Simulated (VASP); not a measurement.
All values below come from LDA (Ceperley-Alder, Perdew-Zunger), VASP's LDA PAW potentials (set 64) (plane waves; VASP).

VASP input:

**KPOINTS**
```
Automatic mesh
0
Gamma
8 8 2
0 0 0
```

**INCAR**
```
EDIFFG = -0.02
ISIF = 3
NSW = 40   # most ionic steps
SYSTEM = WS2
PSTRESS = 100
LREAL = .False.   # projection in real space or not
EDIFF = 1E-6
IBRION = 2
LMAXMIX = 6   # l cut-off of mixed one-centre charges
NELM = 100
LCHARG = .False.
ENCUT = 500
ISMEAR = 0
LWAVE = .False.
PREC = Accurate
SIGMA = 0.05   # width (eV)
ALGO = Normal
LASPH = .True.   # aspherical one-centre terms
```

POSCAR:
```
WS2
1.0
  1.5467536019  -2.6790557963   0.0000000000
  1.5467536019   2.6790557963   0.0000000000
  0.0000000000   0.0000000000  11.5669688900
W S
2 4
Cart
  1.5467536019   0.8930203848   2.8917422225
  1.5467536019  -0.8930203848   8.6752266675
  1.5467536019   0.8930203848  10.2435443407
  1.5467536019  -0.8930203848   4.4600598957
  1.5467536019  -0.8930203848   1.3234245493
  1.5467536019   0.8930203848   7.1069089943
```

POTCAR, in this order: W_sv S (LDA.64 set). Program: vasp_std.

Output of the run:

OSZICAR:
```
...
       N       E                     dE             d eps       ncg     rms          rms(c)
DAV:   1    -0.536399961304E+02   -0.12153E+01   -0.47187E+01  1346   0.616E+01    0.194E+01
DAV:   2    -0.522110959185E+02    0.14289E+01   -0.59694E+00  1386   0.184E+01    0.603E+00
DAV:   3    -0.518918053142E+02    0.31929E+00   -0.90016E-01  1434   0.518E+00    0.180E+00
DAV:   4    -0.518594909666E+02    0.32314E-01   -0.13141E-01  1417   0.236E+00    0.164E+00
DAV:   5    -0.518542256343E+02    0.52653E-02   -0.18803E-02  1592   0.927E-01    0.101E+00
DAV:   6    -0.518508447024E+02    0.33809E-02   -0.12322E-02  1505   0.618E-01    0.266E-01
DAV:   7    -0.518505969400E+02    0.24776E-03   -0.24553E-03  1415   0.330E-01    0.833E-02
DAV:   8    -0.518506041208E+02   -0.71808E-05   -0.89311E-05  1525   0.668E-02    0.926E-02
DAV:   9    -0.518506014913E+02    0.26295E-05   -0.75031E-06  1408   0.219E-02    0.309E-02
DAV:  10    -0.518505994252E+02    0.20661E-05   -0.10827E-05  1569   0.235E-02    0.128E-02
DAV:  11    -0.518505993057E+02    0.11954E-06   -0.44172E-07   851   0.468E-03
   2 F= -.46291677E+02 E0= -.46291677E+02  d E =0.149658E+00
       N       E                     dE             d eps       ncg     rms          rms(c)
DAV:   1    -0.532398881256E+02   -0.13893E+01   -0.24023E+01  1362   0.458E+01    0.128E+01
DAV:   2    -0.525223062505E+02    0.71758E+00   -0.38356E+00  1450   0.139E+01    0.435E+00
DAV:   3    -0.523579198475E+02    0.16439E+00   -0.74059E-01  1439   0.400E+00    0.144E+00
DAV:   4    -0.523306813825E+02    0.27238E-01   -0.11095E-01  1410   0.224E+00    0.881E-01
DAV:   5    -0.523293104126E+02    0.13710E-02   -0.16801E-02  1578   0.783E-01    0.822E-01
DAV:   6    -0.523280332450E+02    0.12772E-02   -0.58315E-03  1479   0.422E-01    0.237E-01
DAV:   7    -0.523277001574E+02    0.33309E-03   -0.17752E-03  1408   0.291E-01    0.119E-01
DAV:   8    -0.523277058372E+02   -0.56797E-05   -0.66036E-05  1538   0.582E-02    0.108E-01
DAV:   9    -0.523277100520E+02   -0.42149E-05   -0.81658E-06  1416   0.200E-02    0.139E-01
DAV:  10    -0.523278166329E+02   -0.10658E-03   -0.18260E-04  1401   0.717E-02    0.354E-01
DAV:  11    -0.523277127138E+02    0.10392E-03   -0.14509E-04  1408   0.600E-02    0.144E-01
DAV:  12    -0.523277097916E+02    0.29222E-05   -0.19811E-05  1306   0.196E-02    0.943E-02
DAV:  13    -0.523277065916E+02    0.31999E-05   -0.18622E-06   983   0.845E-03    0.649E-02
DAV:  14    -0.523277043687E+02    0.22230E-05   -0.35374E-06  1160   0.934E-03    0.266E-02
DAV:  15    -0.523277040994E+02    0.26926E-06   -0.44023E-07   746   0.402E-03
   3 F= -.46475452E+02 E0= -.46475452E+02  d E =-.341173E-01
       N       E                     dE             d eps       ncg     rms          rms(c)
DAV:   1    -0.523219028466E+02    0.58015E-02   -0.21579E+00  1345   0.987E+00    0.158E+00
DAV:   2    -0.522975947978E+02    0.24308E-01   -0.15790E-01  1380   0.278E+00    0.759E-01
DAV:   3    -0.522924360145E+02    0.51588E-02   -0.10839E-02  1457   0.586E-01    0.430E-01
DAV:   4    -0.522910849963E+02    0.13510E-02   -0.25581E-03  1360   0.302E-01    0.356E-01
DAV:   5    -0.522907061648E+02    0.37883E-03   -0.86267E-04  1450   0.192E-01    0.133E-01
DAV:   6    -0.522906443984E+02    0.61766E-04   -0.32652E-04  1622   0.994E-02    0.276E-02
DAV:   7    -0.522906416103E+02    0.27880E-05   -0.43556E-05  1470   0.408E-02    0.131E-02
DAV:   8    -0.522906416038E+02    0.65875E-08   -0.19852E-06   976   0.882E-03
   4 F= -.46494891E+02 E0= -.46494891E+02  d E =-.194396E-01
       N       E                     dE             d eps       ncg     rms          rms(c)
DAV:   1    -0.522732042669E+02    0.17437E-01   -0.49593E-01  1352   0.474E+00    0.762E-01
DAV:   2    -0.522676437046E+02    0.55606E-02   -0.36505E-02  1394   0.133E+00    0.372E-01
DAV:   3    -0.522664555472E+02    0.11882E-02   -0.25041E-03  1464   0.280E-01    0.208E-01
DAV:   4    -0.522661295184E+02    0.32603E-03   -0.63034E-04  1367   0.150E-01    0.171E-01
DAV:   5    -0.522660453186E+02    0.84200E-04   -0.19038E-04  1464   0.903E-02    0.658E-02
DAV:   6    -0.522660303861E+02    0.14932E-04   -0.77482E-05  1621   0.480E-02    0.135E-02
DAV:   7    -0.522660296540E+02    0.73213E-06   -0.10815E-05  1429   0.205E-02    0.641E-03
DAV:   8    -0.522660296602E+02   -0.61855E-08   -0.46523E-07   823   0.449E-03
   5 F= -.46497181E+02 E0= -.46497181E+02  d E =-.217292E-01
       N       E                     dE             d eps       ncg     rms          rms(c)
DAV:   1    -0.522909207628E+02   -0.24891E-01   -0.24577E+00  1240   0.105E+01    0.164E+00
DAV:   2    -0.522484636561E+02    0.42457E-01   -0.36193E-01  1464   0.384E+00    0.119E+00
DAV:   3    -0.522420866514E+02    0.63770E-02   -0.18322E-02  1450   0.768E-01    0.459E-01
DAV:   4    -0.522388556835E+02    0.32310E-02   -0.95879E-03  1462   0.449E-01    0.173E-01
DAV:   5    -0.522385212089E+02    0.33447E-03   -0.11371E-03  1634   0.223E-01    0.129E-01
DAV:   6    -0.522384964027E+02    0.24806E-04   -0.25717E-04  1547   0.890E-02    0.458E-02
DAV:   7    -0.522384926586E+02    0.37441E-05   -0.26704E-05  1319   0.263E-02    0.234E-02
DAV:   8    -0.522384894363E+02    0.32223E-05   -0.14157E-05  1276   0.204E-02    0.539E-03
DAV:   9    -0.522384893932E+02    0.43071E-07   -0.65739E-07   809   0.510E-03
   6 F= -.46507038E+02 E0= -.46507038E+02  d E =-.985775E-02
       N       E                     dE             d eps       ncg     rms          rms(c)
DAV:   1    -0.522329699839E+02    0.55195E-02   -0.42597E-01  1240   0.441E+00    0.695E-01
DAV:   2    -0.522256656502E+02    0.73043E-02   -0.63225E-02  1479   0.161E+00    0.499E-01
DAV:   3    -0.522245440200E+02    0.11216E-02   -0.32467E-03  1449   0.322E-01    0.197E-01
DAV:   4    -0.522239722807E+02    0.57174E-03   -0.17448E-03  1468   0.191E-01    0.726E-02
DAV:   5    -0.522239178924E+02    0.54388E-04   -0.18878E-04  1625   0.915E-02    0.534E-02
DAV:   6    -0.522239150667E+02    0.28256E-05   -0.44340E-05  1404   0.363E-02    0.188E-02
DAV:   7    -0.522239141213E+02    0.94542E-06   -0.49185E-06  1297   0.119E-02
   7 F= -.46508062E+02 E0= -.46508062E+02  d E =-.108815E-01
       N       E                     dE             d eps       ncg     rms          rms(c)
DAV:   1    -0.522728991926E+02   -0.48984E-01   -0.46119E-01  1313   0.590E+00    0.181E+00
DAV:   2    -0.522625780623E+02    0.10321E-01   -0.42906E-02  1393   0.156E+00    0.491E-01
DAV:   3    -0.522597804481E+02    0.27976E-02   -0.98770E-03  1512   0.525E-01    0.192E-01
DAV:   4    -0.522594694806E+02    0.31097E-03   -0.14866E-03  1495   0.244E-01    0.994E-02
DAV:   5    -0.522594269448E+02    0.42536E-04   -0.25067E-04  1595   0.100E-01    0.103E-01
DAV:   6    -0.522594122315E+02    0.14713E-04   -0.66757E-05  1485   0.467E-02    0.196E-02
DAV:   7    -0.522594069630E+02    0.52684E-05   -0.28644E-05  1394   0.385E-02    0.107E-02
DAV:   8    -0.522594069886E+02   -0.25612E-07   -0.11330E-06   879   0.837E-03
   8 F= -.46506109E+02 E0= -.46506109E+02  d E =0.195301E-02
       N       E                     dE             d eps       ncg     rms          rms(c)
DAV:   1    -0.522416152281E+02    0.17792E-01   -0.24159E-01  1313   0.425E+00    0.133E+00
DAV:   2    -0.522361995131E+02    0.54157E-02   -0.22199E-02  1385   0.112E+00    0.353E-01
DAV:   3    -0.522347282638E+02    0.14712E-02   -0.49140E-03  1505   0.376E-01    0.137E-01
DAV:   4    -0.522345768055E+02    0.15146E-03   -0.73364E-04  1497   0.171E-01    0.749E-02
DAV:   5    -0.522345528803E+02    0.23925E-04   -0.12211E-04  1587   0.709E-02    0.751E-02
DAV:   6    -0.522345450334E+02    0.78469E-05   -0.35073E-05  1478   0.337E-02    0.134E-02
DAV:   7    -0.522345426319E+02    0.24015E-05   -0.14225E-05  1394   0.274E-02    0.749E-03
DAV:   8    -0.522345426499E+02   -0.18023E-07   -0.54113E-07   711   0.580E-03
   9 F= -.46508391E+02 E0= -.46508391E+02  d E =-.328921E-03
```

**OUTCAR**
```
------------------------ aborting loop because EDIFF is reached ----------------------------------------
  FORCE on cell =-STRESS in cart. coord.  units (eV):
  Direction    XX          YY          ZZ          XY          YZ          ZX
  --------------------------------------------------------------------------------------
  Total        5.7594660      5.7594658      5.6627221      0.0000000      0.0000000      0.0000000
  in kB      100.5817952    100.5817922     98.8922859      0.0000000      0.0000000      0.0000000
  external PRESSURE =       0.0186244 kB  Pullay stress =     100.0000000 kB
  volume of cell :       91.74
      direct lattice vectors                 reciprocal lattice vectors
     1.530783337 -2.651394475  0.000000000     0.326630156 -0.188580011 -0.000000000
     1.530783337  2.651394475 -0.000000000     0.326630156  0.188580011  0.000000000
    -0.000000000 -0.000000000 11.302001245     0.000000000  0.000000000  0.088479905
 POSITION                                       TOTAL-FORCE (eV/Angst)
 -----------------------------------------------------------------------------------
      1.53078      0.88380      2.82550         0.000000     -0.000000      0.000000
      1.53078     -0.88380      8.47650        -0.000000      0.000000      0.000000
      1.53078      0.88380     10.04938        -0.000000      0.000000     -0.013478
      1.53078     -0.88380      4.39838        -0.000000      0.000000     -0.013478
      1.53078     -0.88380      1.25262         0.000000     -0.000000      0.013478
      1.53078      0.88380      6.90362        -0.000000     -0.000000      0.013478
 -----------------------------------------------------------------------------------
    total drift:                                0.000000      0.001083     -0.000034
  FREE ENERGIE OF THE ION-ELECTRON SYSTEM (eV)
  ---------------------------------------------------
  free  energy   TOTEN  =       -52.2345426499 eV

  energy  without entropy=      -52.2345426499  energy(sigma->0) =      -52.23454265
  enthalpy is  TOTEN    =       -46.5083911116 eV   P V=        5.7261515383

 reached required accuracy - stopping structural energy minimisation
```
(Selected blocks of OUTCAR.)

### CONTCAR
```
WS2
   1.00000000000000
     1.5307833369023964   -2.6513944747548166    0.0000000000000000
     1.5307833369023964    2.6513944747548166   -0.0000000000000000
    -0.0000000000000000   -0.0000000000000000   11.3020012447302705
  W               S
     2     4
Direct
     0.3333330000000032    0.6666669999999968    0.2500000000000000
     0.6666669999999968    0.3333330000000032    0.7500000000000000
     0.3333330000000032    0.6666669999999968    0.8891682926775273
     0.6666669999999968    0.3333330000000032    0.3891682926775273
     0.6666669999999968    0.3333330000000032    0.1108317073224727
     0.3333330000000032    0.6666669999999968    0.6108317073224727
```

Energy and stress use the plane-wave basis of the starting cell.

The compound is WS2 in the 2H layered structure. This run relaxes it under an external pressure of 10 GPa. Symmetry was kept, so distortions that lower it aren't found.
